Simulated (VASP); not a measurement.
Output of a VASP run:

### OSZICAR
```
       N       E                     dE             d eps       ncg     rms          rms(c)
DAV:   1     0.284672164547E+01    0.28467E+01   -0.69624E+03   840   0.117E+03
DAV:   2    -0.696412734520E+02   -0.72488E+02   -0.64821E+02   996   0.198E+02
DAV:   3    -0.718534004485E+02   -0.22121E+01   -0.21872E+01  1088   0.348E+01
DAV:   4    -0.718734602520E+02   -0.20060E-01   -0.20057E-01   980   0.388E+00
DAV:   5    -0.718738021276E+02   -0.34188E-03   -0.34187E-03  1084   0.537E-01    0.963E+00
DAV:   6    -0.679268331178E+02    0.39470E+01   -0.34181E+00   980   0.198E+01    0.361E+00
DAV:   7    -0.678545287746E+02    0.72304E-01   -0.42243E-01   952   0.650E+00    0.213E+00
DAV:   8    -0.679116592504E+02   -0.57130E-01   -0.95720E-02   876   0.251E+00    0.522E-01
DAV:   9    -0.679054576165E+02    0.62016E-02   -0.29461E-02   884   0.152E+00    0.171E-01
DAV:  10    -0.679175977083E+02   -0.12140E-01   -0.11338E-02   852   0.918E-01    0.117E-01
DAV:  11    -0.679185480222E+02   -0.95031E-03   -0.10085E-03   944   0.312E-01    0.363E-02
DAV:  12    -0.679186037828E+02   -0.55761E-04   -0.40941E-04   924   0.236E-01    0.172E-02
DAV:  13    -0.679188187228E+02   -0.21494E-03   -0.10459E-04   916   0.127E-01    0.547E-03
DAV:  14    -0.679188203384E+02   -0.16156E-05   -0.33890E-06  1048   0.182E-02    0.218E-03
DAV:  15    -0.679188206386E+02   -0.30017E-06   -0.41026E-07   948   0.720E-03    0.678E-04
DAV:  16    -0.679188208559E+02   -0.21732E-06   -0.32592E-08   560   0.215E-03    0.224E-04
DAV:  17    -0.679188208567E+02   -0.75192E-09   -0.15964E-08   504   0.148E-03
   1 F= -.67918821E+02 E0= -.67918997E+02  d E =0.529415E-03
```

OUTCAR:
```
------------------------ aborting loop because EDIFF is reached ----------------------------------------
  FORCE on cell =-STRESS in cart. coord.  units (eV):
  Direction    XX          YY          ZZ          XY          YZ          ZX
  --------------------------------------------------------------------------------------
  Total        0.0035914      0.0035914      0.0035914     -0.0000000     -0.0000000      0.0000000
  in kB        0.1120829      0.1120829      0.1120829     -0.0000000     -0.0000000      0.0000000
  external PRESSURE =       0.1120829 kB  Pullay stress =       0.0000000 kB
  volume of cell :       51.34
      direct lattice vectors                 reciprocal lattice vectors
     0.000000000  2.949865714  2.949865714    -0.169499241  0.169499241  0.169499241
     2.949865714  0.000000000  2.949865714     0.169499241 -0.169499241  0.169499241
     2.949865714  2.949865714  0.000000000     0.169499241  0.169499241 -0.169499241
 POSITION                                       TOTAL-FORCE (eV/Angst)
 -----------------------------------------------------------------------------------
      1.47493      1.47493      1.47493        -0.000000     -0.000000     -0.000000
      4.42480      4.42480      4.42480         0.000000      0.000000      0.000000
      0.00000      0.00000      0.00000         0.000000     -0.000000      0.000000
 -----------------------------------------------------------------------------------
    total drift:                                0.000000     -0.000000      0.000000
  FREE ENERGIE OF THE ION-ELECTRON SYSTEM (eV)
  ---------------------------------------------------
  free  energy   TOTEN  =       -67.9188208567 eV

  energy  without entropy=      -67.9193502720  energy(sigma->0) =      -67.91899733
```
(Selected blocks of OUTCAR.)

POSCAR:
```
PtAl2
1
    0.0000000000     2.9498657144     2.9498657144
    2.9498657144     0.0000000000     2.9498657144
    2.9498657144     2.9498657144     0.0000000000
Al Pt
2 1
Direct
  0.2500000000   0.2500000000   0.2500000000
  0.7500000000   0.7500000000   0.7500000000
  0.0000000000   0.0000000000   0.0000000000
```

**Question.** Write an INCAR and KPOINTS that could have produced this output.

**Answer.** This is not unique; one that fits is the input of the run itself, r2SCAN meta-GGA, plane waves, VASP's PBE PAW potentials (set 64).

### INCAR
```
SYSTEM = PtAl2
PREC = Accurate; ENCUT = 520; LREAL = F
LASPH = T
EDIFF = 1E-7; NELM = 100; ALGO = Normal
LMAXMIX = 6; LMIXTAU = T
ISMEAR = 1; SIGMA = 0.1
METAGGA = R2SCAN
ISIF = 2
LWAVE = F; LCHARG = F
```

KPOINTS:
```
K-points
0
Gamma
 9 9 9
0 0 0
```

POTCAR, in this order: Al Pt (PBE.64 set). Program: vasp_std.

The compound is PtAl2 in the fluorite structure. It was relaxed first.
